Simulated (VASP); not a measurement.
Be₂C (antifluorite), at 1.04 of the tabulated volume:

```
CELL_PARAMETERS angstrom
      0.00000     2.19856     2.19856
      2.19856     0.00000     2.19856
      2.19856     2.19856     0.00000
ATOMIC_POSITIONS crystal
  Be 0.25000 0.25000 0.25000
  Be 0.75000 0.75000 0.75000
  C  0.00000 0.00000 0.00000
```

The lowest empty band near X, direction along the valley's axis, from PBE with spin-orbit coupling in VASP (PAW); its two spin partners are averaged. The gap over the points computed is 1.13 eV, and the next band on that side lies 4.27 eV away at the edge.

Run with 520 eV cut-off, 10×10×10 Γ-centred mesh, Gaussian smearing of 0.050 eV, potentials Be C.

| distance from the edge in k (1/Å) | distance in energy (meV) |
|---|---|
| 0.025 | 3.5 |
| 0.035 | 6.8 |
| 0.050 | 13.9 |
| 0.070 | 27.2 |

**Question.** Fit E(1 + αE) = ħ²k²/2m* (ħ²/2m0 = 3.810 eV Å²) and predict the row at 0.095 1/Å.

**Answer.** The rows don't resolve α, so a parabola serves: the electron mass is m* = 0.686 m0, and so 50.1 meV. The run gave 50.1 meV, -0.0 meV from the fit.

Left out are points under 3 meV from the edge, since the levels carry 0.1 meV, and points farther than half the way to the next band.

The compound is Be2C in the antifluorite structure. The cell was not relaxed at this level.
